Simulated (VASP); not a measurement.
Data:

```xyz
6
Lattice="1.6402 -2.8410 0.0000 1.6402 2.8410 0.0000 0.0000 0.0000 12.7858" Properties=species:S:1:pos:R:3 pbc="T T T"
W      1.6402     0.9470     3.1964
W      1.6402    -0.9470     9.5893
Se     1.6402     0.9470    11.2758
Se     1.6402    -0.9470     4.8829
Se     1.6402    -0.9470     1.5100
Se     1.6402     0.9470     7.9029
```

All values below come from PBE GGA with D3 dispersion (Becke-Johnson damping), VASP's PBE PAW potentials (set 64) (plane waves; VASP 6.6.1). Numerical set-up: 520 eV cut-off, 9×9×2 Γ-centred mesh, tetrahedra with Blöchl corrections, potentials W_sv Se.

The cores are frozen, which limits the accuracy of field gradients.

Task: Give the principal components of the electric field gradient (V/Å²) and the asymmetry η at each nucleus.

Result: 
```
atom   Vxx   Vyy     Vzz     η
----  ----  ----  ------  ----
W1    73.0  73.0  -146.1  0.00
W2    73.0  73.0  -146.1  0.00
Se3   33.9  33.9   -67.7  0.00
Se4   33.9  33.9   -67.7  0.00
Se5   33.9  33.9   -67.7  0.00
Se6   33.9  33.9   -67.7  0.00
```

The compound is WSe2 in the 2H layered structure. It was relaxed first.
